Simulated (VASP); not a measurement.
```xyz
4
Lattice="2.2528 -3.8735 0.0000 2.2528 3.8735 0.0000 0.0000 0.0000 4.6170" Properties=species:S:1:pos:R:3 pbc="T T T"
Ga     2.2528     2.6673     4.2393
Ga     2.2528     1.2062     1.9308
Ga     2.2528    -1.2062     2.6862
Ga     2.2528    -2.6673     0.3777
```

Calculation: PBE GGA with spin-orbit coupling, VASP's PBE PAW potentials (set 64) (plane waves; VASP). Numerical set-up: 400 eV cut-off, 7×7×6 Γ-centred mesh, Gaussian smearing of 0.050 eV, potentials Ga_d.

Question: Give the energies of bands 45 to 58 at the high-symmetry points, in eV from the Fermi level.

Answer: 
| band | Γ | Y | C0 | Z | A0 | T | S | R |
|---|---|---|---|---|---|---|---|---|
| 45 | -3.84 | -4.08 | -6.45 | -0.20 | -5.98 | -5.32 | -3.50 | -6.18 |
| 46 | -3.84 | -4.08 | -6.45 | -0.20 | -5.98 | -5.32 | -3.50 | -6.18 |
| 47 | -1.64 | -3.10 | -1.30 | -0.20 | -5.97 | -5.32 | -3.50 | -6.17 |
| 48 | -1.64 | -3.10 | -1.30 | -0.20 | -5.97 | -5.32 | -3.50 | -6.17 |
| 49 | -1.61 | -2.02 | -1.15 | -0.01 | -3.53 | -1.18 | -1.42 | -1.53 |
| 50 | -1.61 | -2.02 | -1.15 | -0.01 | -3.53 | -1.18 | -1.42 | -1.53 |
| 51 | -0.77 | -1.64 | -0.30 | -0.01 | -3.53 | -1.18 | -1.42 | -1.52 |
| 52 | -0.77 | -1.64 | -0.30 | -0.01 | -3.53 | -1.18 | -1.42 | -1.52 |
| 53 | 0.81 | 1.04 | -0.27 | 0.10 | 4.13 | -0.79 | 0.58 | 0.43 |
| 54 | 0.81 | 1.04 | -0.27 | 0.10 | 4.13 | -0.79 | 0.58 | 0.43 |
| 55 | 0.96 | 1.06 | 0.79 | 0.10 | 4.18 | -0.79 | 0.58 | 0.45 |
| 56 | 0.96 | 1.06 | 0.79 | 0.10 | 4.18 | -0.79 | 0.58 | 0.45 |
| 57 | 1.16 | 3.24 | 1.87 | 1.91 | 4.93 | 6.17 | 3.91 | 7.01 |
| 58 | 1.16 | 3.24 | 1.87 | 1.91 | 4.93 | 6.17 | 3.91 | 7.02 |

It has no gap at this level: it comes out as a metal or semimetal.

The compound is Ga in the alpha structure. It was relaxed first.
